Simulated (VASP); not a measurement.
These are optB88-vdW, VASP's PBE PAW potentials (set 64) (plane waves; VASP) values and carry that method's errors.

Input for VASP

### INCAR
```
PARAM1 = 0.1833333333
ISMEAR = 1   ! Methfessel-Paxton
IBRION = 2   ! conjugate gradients
SIGMA = 0.1   ! width (eV)
NSW = 60   ! most ionic steps
SYSTEM = Pt3Ti
NELM = 100   ! most electronic steps
GGA = BO
ISIF = 3   ! ions, shape and volume
LCHARG = F
EDIFF = 1E-6
LASPH = T
LWAVE = F
AGGAC = 0.0
ENCUT = 520
EDIFFG = -0.02   ! ionic stop
LREAL = F   ! projection in real space or not
PREC = Accurate
LMAXMIX = 6   ! l cut-off of mixed one-centre charges
PARAM2 = 0.22
ALGO = Normal   ! blocked Davidson
LUSE_VDW = T
```

KPOINTS:
```
Automatic mesh
0
Gamma
7 7 7
0 0 0
```

POSCAR:
```
Pt3Ti
1.0
  3.9523819114   0.0000000000   0.0000000000
  0.0000000000   3.9523819114   0.0000000000
  0.0000000000   0.0000000000   3.9523819114
Ti Pt
1 3
Cartesian
  0.0000000000   0.0000000000   0.0000000000
  0.0000000000   1.9761909557   1.9761909557
  1.9761909557   0.0000000000   1.9761909557
  1.9761909557   1.9761909557   0.0000000000
```

POTCAR, in this order: Ti_sv Pt (PBE.64 set). Program: vasp_std.

The run wrote:

File OSZICAR:
```
       N       E                     dE             d eps       ncg     rms          rms(c)
DAV:   1     0.396148242605E+03    0.39615E+03   -0.21409E+04  1000   0.181E+03
DAV:   2     0.113258094476E+02   -0.38482E+03   -0.37753E+03  1084   0.449E+02
DAV:   3    -0.207256180574E+02   -0.32051E+02   -0.31005E+02  1504   0.110E+02
DAV:   4    -0.217746108297E+02   -0.10490E+01   -0.10416E+01  1198   0.207E+01
DAV:   5    -0.218105488933E+02   -0.35938E-01   -0.35911E-01  1474   0.383E+00    0.200E+01
DAV:   6    -0.205733167661E+02    0.12372E+01   -0.27225E+01  1461   0.335E+01    0.163E+01
DAV:   7    -0.195997181884E+02    0.97360E+00   -0.36897E+01  1482   0.354E+01    0.969E+00
DAV:   8    -0.189328749279E+02    0.66684E+00   -0.15768E+00  1413   0.908E+00    0.452E+00
DAV:   9    -0.187889324562E+02    0.14394E+00   -0.16767E+00  1531   0.692E+00    0.175E+00
DAV:  10    -0.187651855275E+02    0.23747E-01   -0.15001E-01  1440   0.269E+00    0.381E-01
DAV:  11    -0.187672178856E+02   -0.20324E-02   -0.33625E-03  1319   0.414E-01    0.466E-01
DAV:  12    -0.187653607416E+02    0.18571E-02   -0.13585E-02  1530   0.677E-01    0.978E-02
DAV:  13    -0.187653082804E+02    0.52461E-04   -0.23754E-04  1247   0.112E-01    0.460E-02
DAV:  14    -0.187652985386E+02    0.97418E-05   -0.32231E-05  1542   0.320E-02    0.240E-02
DAV:  15    -0.187652940392E+02    0.44993E-05   -0.28594E-05  1491   0.336E-02    0.344E-03
DAV:  16    -0.187652940893E+02   -0.50104E-07   -0.37944E-07   618   0.537E-03
   1 F= -.18765294E+02 E0= -.18765407E+02  d E =-.187653E+02
```

File OUTCAR:
```
------------------------ aborting loop because EDIFF is reached ----------------------------------------
  FORCE on cell =-STRESS in cart. coord.  units (eV):
  Direction    XX          YY          ZZ          XY          YZ          ZX
  --------------------------------------------------------------------------------------
  Total       -0.0136073     -0.0136073     -0.0136073      0.0000000      0.0000000     -0.0000000
  in kB       -0.3531055     -0.3531055     -0.3531055      0.0000000      0.0000000     -0.0000000
  external PRESSURE =      -0.3531055 kB  Pullay stress =       0.0000000 kB
  volume of cell :       61.74
      direct lattice vectors                 reciprocal lattice vectors
     3.952381911  0.000000000  0.000000000     0.253011987  0.000000000  0.000000000
     0.000000000  3.952381911  0.000000000     0.000000000  0.253011987  0.000000000
     0.000000000  0.000000000  3.952381911     0.000000000  0.000000000  0.253011987
 POSITION                                       TOTAL-FORCE (eV/Angst)
 -----------------------------------------------------------------------------------
      0.00000      0.00000      0.00000         0.000000      0.000000      0.000000
      0.00000      1.97619      1.97619         0.000000      0.000000      0.000000
      1.97619      0.00000      1.97619         0.000000      0.000000      0.000000
      1.97619      1.97619      0.00000         0.000000      0.000000      0.000000
 -----------------------------------------------------------------------------------
    total drift:                                0.000000      0.000000     -0.000000
  FREE ENERGIE OF THE ION-ELECTRON SYSTEM (eV)
  ---------------------------------------------------
  free  energy   TOTEN  =       -18.7652940893 eV

  energy  without entropy=      -18.7656321129  energy(sigma->0) =      -18.76540676

 reached required accuracy - stopping structural energy minimisation
```
(Selected blocks of OUTCAR.)

OUTCAR:
```
 val. band max:       11.0180569165   @ k =   0.4286   0.0000   0.0000

 cond. band min:      11.0801503065   @ k =   0.4286   0.1429   0.1429


 Fermi energy:        11.0334834737

 k-point     1 :       0.0000    0.0000    0.0000
  band No.  band energies     occupation
      1     -47.1031      2.00000
      2     -23.4237      2.00000
      3     -23.4237      2.00000
      4     -23.4237      2.00000
      5       1.2970      2.00000
      6       4.0885      2.00000
      7       4.4040      2.00000
      8       4.4040      2.00000
      9       4.6932      2.00000
     10       4.6932      2.00000
     11       4.6932      2.00000
     12       7.5853      2.00000
     13       7.5853      2.00000
     14       7.5853      2.00000
     15       9.3926      2.00000
     16       9.3926      2.00000
     17      10.4744      2.00000
     18      11.0149      1.30905
     19      11.0149      1.30905
     20      11.0149      1.30903
     21      12.2834     -0.00000
     22      12.2834     -0.00000
     23      12.7462     -0.00000
     24      12.7462     -0.00000
     25      12.7462     -0.00000

 k-point     2 :       0.1429    0.0000    0.0000
  band No.  band energies     occupation
      1     -47.1028      2.00000
      2     -23.4279      2.00000
      3     -23.4243      2.00000
      4     -23.4243      2.00000
      5       1.5554      2.00000
      6       4.2477      2.00000
      7       4.4915      2.00000
      8       4.6176      2.00000
      9       4.7861      2.00000
     10       4.8494      2.00000
     11       4.8494      2.00000
     12       7.4365      2.00000
     13       7.6608      2.00000
     14       7.6608      2.00000
     15       9.1802      2.00000
     16       9.4232      2.00000
     17      10.1142      2.00000
     18      10.1142      2.00000
     19      10.2478      2.00000
     20      11.0155      1.29834
     21      11.3721     -0.00002
     22      12.0808     -0.00000
     23      12.0808     -0.00000
...
```

Unless said otherwise, spin-orbit coupling is left out, though it shifts the bands of the heavy elements here.

The compound is Pt3Ti in the L1_2 structure. It was relaxed first. The start is the result of an earlier pass.
